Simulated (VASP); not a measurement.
Method: AM05 GGA, VASP's PBE PAW potentials (set 64) (plane waves; VASP).

Input for VASP

File POSCAR:
```
Zn
1.0
  1.3300000000  -2.3036280000   0.0000000000
  1.3300000000   2.3036280000   0.0000000000
  0.0000000000   0.0000000000   4.9500000000
Zn
2
Direct
  0.3333330000   0.6666670000   0.2500000000
  0.6666670000   0.3333330000   0.7500000000
```

KPOINTS:
```
Automatic mesh
0
Gamma
14 14 7
0 0 0
```

**INCAR**
```
! general
SYSTEM  = Zn
PREC    = Accurate
ENCUT   = 520
LREAL   = .FALSE.
LASPH   = .TRUE.

! electronic loop
EDIFF   = 1E-6
NELM    = 100
ALGO    = Normal
LMAXMIX = 4

! smearing
ISMEAR  = 1
SIGMA   = 0.1

! functional
GGA     = AM

! ions
IBRION  = 2
NSW     = 60
ISIF    = 3
EDIFFG  = -0.01

! output
LWAVE   = .FALSE.
LCHARG  = .FALSE.
```

POTCAR, in this order: Zn (PBE.64 set). Program: vasp_std.

Output of the run:

OUTCAR:
```
 ion  position               nearest neighbor table
   1  0.333  0.667  0.250-   2 2.91   2 2.91   2 2.91   2 2.91   2 2.91   2 2.91
   2  0.667  0.333  0.750-   1 2.91   1 2.91   1 2.91   1 2.91   1 2.91   1 2.91
  LATTYP: Found a hexagonal cell.
 ALAT       =     2.6600003689
 C/A-ratio  =     1.8609019976
 Subroutine PRICEL returns:
 Original cell was already a primitive cell.
 Subroutine GETGRP returns: Found 24 space group operations
The static configuration has the point symmetry D_3d.
 The point group associated with its full space group is D_6h.
The dynamic configuration has the point symmetry D_3d.
 Subroutine INISYM returns: Found 24 space group operations
 Subroutine IBZKPT returns following result:
 Found     96 irreducible k-points:

 Following reciprocal coordinates:
            Coordinates               Weight
  0.000000  0.000000  0.000000      1.000000
  0.071429 -0.000000  0.000000      6.000000
  0.142857 -0.000000  0.000000      6.000000
  0.214286 -0.000000  0.000000      6.000000
  0.285714  0.000000  0.000000      6.000000
  0.357143 -0.000000  0.000000      6.000000
  0.428571 -0.000000  0.000000      6.000000
  0.500000 -0.000000  0.000000      3.000000
  0.071429  0.071429  0.000000      6.000000
  0.142857  0.071429  0.000000     12.000000
  0.214286  0.071429  0.000000     12.000000
  0.285714  0.071429  0.000000     12.000000
  0.357143  0.071429  0.000000     12.000000
  0.428571  0.071429  0.000000     12.000000
  0.142857  0.142857  0.000000      6.000000
  0.214286  0.142857  0.000000     12.000000
  0.285714  0.142857  0.000000     12.000000
  0.357143  0.142857  0.000000     12.000000
  0.428571  0.142857  0.000000      6.000000
  0.214286  0.214286  0.000000      6.000000
  0.285714  0.214286  0.000000     12.000000
  0.357143  0.214286  0.000000     12.000000
...
```

File OSZICAR:
```
       N       E                     dE             d eps       ncg     rms          rms(c)
DAV:   1     0.959746765405E+02    0.95975E+02   -0.12915E+04  3144   0.238E+03
DAV:   2    -0.240077217828E+00   -0.96215E+02   -0.94837E+02  3136   0.303E+02
DAV:   3    -0.296053060728E+01   -0.27205E+01   -0.27149E+01  3832   0.626E+01
DAV:   4    -0.296839922179E+01   -0.78686E-02   -0.78683E-02  3720   0.339E+00
DAV:   5    -0.296841094854E+01   -0.11727E-04   -0.11727E-04  3840   0.109E-01    0.413E+00
DAV:   6    -0.272626586526E+01    0.24215E+00   -0.12244E+00  3160   0.248E+01    0.307E+00
DAV:   7    -0.271544590094E+01    0.10820E-01   -0.37123E-02  3920   0.362E+00    0.161E+00
DAV:   8    -0.270974860230E+01    0.56973E-02   -0.21607E-03  4104   0.774E-01    0.493E-02
DAV:   9    -0.270972983329E+01    0.18769E-04   -0.26519E-04  4296   0.260E-01    0.350E-02
DAV:  10    -0.270973288368E+01   -0.30504E-05   -0.24452E-05  3400   0.586E-02    0.309E-03
DAV:  11    -0.270973282490E+01    0.58786E-07   -0.18817E-07  2168   0.784E-03
   1 F= -.27097328E+01 E0= -.27095781E+01  d E =-.270973E+01
       N       E                     dE             d eps       ncg     rms          rms(c)
DAV:   1    -0.449652782287E+01   -0.17868E+01   -0.17645E+01  3072   0.809E+01    0.968E+00
DAV:   2    -0.296215124523E+01    0.15344E+01   -0.76695E+00  3088   0.667E+01    0.286E+00
DAV:   3    -0.280681430792E+01    0.15534E+00   -0.35405E-01  3536   0.118E+01    0.161E+00
DAV:   4    -0.274587339744E+01    0.60941E-01   -0.15948E-02  3984   0.208E+00    0.304E-01
DAV:   5    -0.274460301758E+01    0.12704E-02   -0.31387E-03  4376   0.112E+00    0.487E-02
DAV:   6    -0.274465744082E+01   -0.54423E-04   -0.28302E-04  3152   0.153E-01    0.124E-02
DAV:   7    -0.274465701023E+01    0.43059E-06   -0.20562E-05  3408   0.890E-02    0.732E-03
DAV:   8    -0.274465653833E+01    0.47190E-06   -0.59183E-07  1912   0.195E-02
   2 F= -.27446565E+01 E0= -.27448280E+01  d E =-.349237E-01
       N       E                     dE             d eps       ncg     rms          rms(c)
DAV:   1    -0.274508851455E+01   -0.43150E-03   -0.44633E-03  3104   0.137E+00    0.143E-01
DAV:   2    -0.274473221055E+01    0.35630E-03   -0.13792E-03  3168   0.866E-01    0.464E-02
DAV:   3    -0.274469827831E+01    0.33932E-04   -0.21749E-05  3952   0.785E-02    0.255E-02
DAV:   4    -0.274468128782E+01    0.16990E-04   -0.25356E-06  3176   0.337E-02    0.111E-03
DAV:   5    -0.274468127422E+01    0.13606E-07   -0.87635E-07  1792   0.112E-02
   3 F= -.27446813E+01 E0= -.27448528E+01  d E =-.349484E-01
       N       E                     dE             d eps       ncg     rms          rms(c)
DAV:   1    -0.278471144703E+01   -0.40030E-01   -0.74288E-01  3608   0.872E+00    0.121E+00
DAV:   2    -0.276095389529E+01    0.23758E-01   -0.36000E-02  3872   0.396E+00    0.706E-01
DAV:   3    -0.274918040017E+01    0.11773E-01   -0.10940E-02  4400   0.186E+00    0.161E-01
DAV:   4    -0.274892953276E+01    0.25087E-03   -0.17379E-03  4080   0.545E-01    0.547E-02
DAV:   5    -0.274893494802E+01   -0.54153E-05   -0.21442E-04  3704   0.229E-01    0.201E-02
DAV:   6    -0.274892764622E+01    0.73018E-05   -0.40409E-05  3416   0.135E-01    0.246E-03
DAV:   7    -0.274892762264E+01    0.23585E-07   -0.12575E-06  1960   0.193E-02
   4 F= -.27489276E+01 E0= -.27488420E+01  d E =-.424635E-02
       N       E                     dE             d eps       ncg     rms          rms(c)
DAV:   1    -0.277510723437E+01   -0.26180E-01   -0.50298E-01  3608   0.723E+00    0.997E-01
DAV:   2    -0.275926265050E+01    0.15845E-01   -0.25626E-02  3832   0.339E+00    0.579E-01
DAV:   3    -0.275143978962E+01    0.78229E-02   -0.70142E-03  4392   0.151E+00    0.141E-01
DAV:   4    -0.275120632360E+01    0.23347E-03   -0.12391E-03  4264   0.477E-01    0.439E-02
DAV:   5    -0.275121198447E+01   -0.56609E-05   -0.15869E-04  3656   0.200E-01    0.172E-02
DAV:   6    -0.275120682246E+01    0.51620E-05   -0.29646E-05  3368   0.115E-01    0.197E-03
DAV:   7    -0.275120680297E+01    0.19485E-07   -0.86048E-07  1720   0.161E-02
   5 F= -.27512068E+01 E0= -.27511411E+01  d E =-.652553E-02
       N       E                     dE             d eps       ncg     rms          rms(c)
DAV:   1    -0.285055926169E+01   -0.99352E-01   -0.20248E+00  3576   0.145E+01    0.202E+00
DAV:   2    -0.278666076964E+01    0.63898E-01   -0.10523E-01  3800   0.678E+00    0.117E+00
DAV:   3    -0.275493537102E+01    0.31725E-01   -0.27481E-02  4520   0.308E+00    0.298E-01
DAV:   4    -0.275380418165E+01    0.11312E-02   -0.51923E-03  4224   0.102E+00    0.892E-02
DAV:   5    -0.275383464639E+01   -0.30465E-04   -0.75836E-04  3736   0.454E-01    0.397E-02
DAV:   6    -0.275380488457E+01    0.29762E-04   -0.15587E-04  3352   0.266E-01    0.388E-03
DAV:   7    -0.275380499746E+01   -0.11289E-06   -0.42114E-06  3256   0.325E-02
   6 F= -.27538050E+01 E0= -.27537606E+01  d E =-.912372E-02
       N       E                     dE             d eps       ncg     rms          rms(c)
DAV:   1    -0.277365723477E+01   -0.19852E-01   -0.41428E-01  3608   0.674E+00    0.922E-01
DAV:   2    -0.276038026180E+01    0.13277E-01   -0.24203E-02  3864   0.334E+00    0.531E-01
DAV:   3    -0.275397276786E+01    0.64075E-02   -0.54146E-03  4384   0.135E+00    0.149E-01
DAV:   4    -0.275363776478E+01    0.33500E-03   -0.11200E-03  4320   0.490E-01    0.404E-02
DAV:   5    -0.275364339770E+01   -0.56329E-05   -0.15459E-04  3624   0.197E-01    0.156E-02
DAV:   6    -0.275363906474E+01    0.43330E-05   -0.25116E-05  3224   0.106E-01    0.200E-03
DAV:   7    -0.275363907988E+01   -0.15143E-07   -0.70352E-07  1664   0.150E-02
   7 F= -.27536391E+01 E0= -.27536709E+01  d E =-.895781E-02
       N       E                     dE             d eps       ncg     rms          rms(c)
DAV:   1    -0.276078050200E+01   -0.71414E-02   -0.13732E-01  3568   0.383E+00    0.532E-01
DAV:   2    -0.275637169261E+01    0.44088E-02   -0.75773E-03  3840   0.189E+00    0.307E-01
DAV:   3    -0.275422161393E+01    0.21501E-02   -0.18315E-03  4456   0.794E-01    0.814E-02
DAV:   4    -0.275413334286E+01    0.88271E-04   -0.36412E-04  4360   0.271E-01    0.232E-02
DAV:   5    -0.275413540935E+01   -0.20665E-05   -0.51174E-05  3704   0.117E-01    0.987E-03
DAV:   6    -0.275413376979E+01    0.16396E-05   -0.98155E-06  3176   0.667E-02    0.108E-03
DAV:   7    -0.275413376408E+01    0.57107E-08   -0.26041E-07  1624   0.863E-03
   8 F= -.27541338E+01 E0= -.27541160E+01  d E =-.945249E-02
```

File OUTCAR:
```
------------------------ aborting loop because EDIFF is reached ----------------------------------------
  FORCE on cell =-STRESS in cart. coord.  units (eV):
  Direction    XX          YY          ZZ          XY          YZ          ZX
  --------------------------------------------------------------------------------------
  Total       -0.0097123     -0.0097123      0.0082112      0.0000000     -0.0000000      0.0000000
  in kB       -0.5535004     -0.5535006      0.4679535      0.0000000     -0.0000000      0.0000000
  external PRESSURE =      -0.2130159 kB  Pullay stress =       0.0000000 kB
  volume of cell :       28.11
      direct lattice vectors                 reciprocal lattice vectors
     1.322687299 -2.290962023 -0.000000000     0.378018297 -0.218248926 -0.000000000
     1.322687299  2.290962023  0.000000000     0.378018297  0.218248926 -0.000000000
     0.000000000 -0.000000000  4.638859881     0.000000000 -0.000000000  0.215570210
 POSITION                                       TOTAL-FORCE (eV/Angst)
 -----------------------------------------------------------------------------------
      1.32269      0.76366      1.15971         0.000000      0.000000      0.000000
      1.32269     -0.76366      3.47914        -0.000000     -0.000000     -0.000000
 -----------------------------------------------------------------------------------
    total drift:                                0.000000      0.000067      0.000004
  FREE ENERGIE OF THE ION-ELECTRON SYSTEM (eV)
  ---------------------------------------------------
  free  energy   TOTEN  =        -2.7541337641 eV

  energy  without entropy=       -2.7540804439  energy(sigma->0) =       -2.75411599

 reached required accuracy - stopping structural energy minimisation
```
(Selected blocks of OUTCAR.)

### CONTCAR
```
Zn
   1.00000000000000
     1.3226872994462953   -2.2909620232425638   -0.0000000000000000
     1.3226872994462953    2.2909620232425638    0.0000000000000000
     0.0000000000000000   -0.0000000000000000    4.6388598808905366
  Zn
     2
Direct
     0.3333330000000032    0.6666669999999968    0.2500000000000000
     0.6666669999999968    0.3333330000000032    0.7500000000000000
```

Energy and stress use the plane-wave basis of the starting cell.

The compound is Zn in the hcp structure. This run relaxes it. Symmetry was kept, so distortions that lower it aren't found.
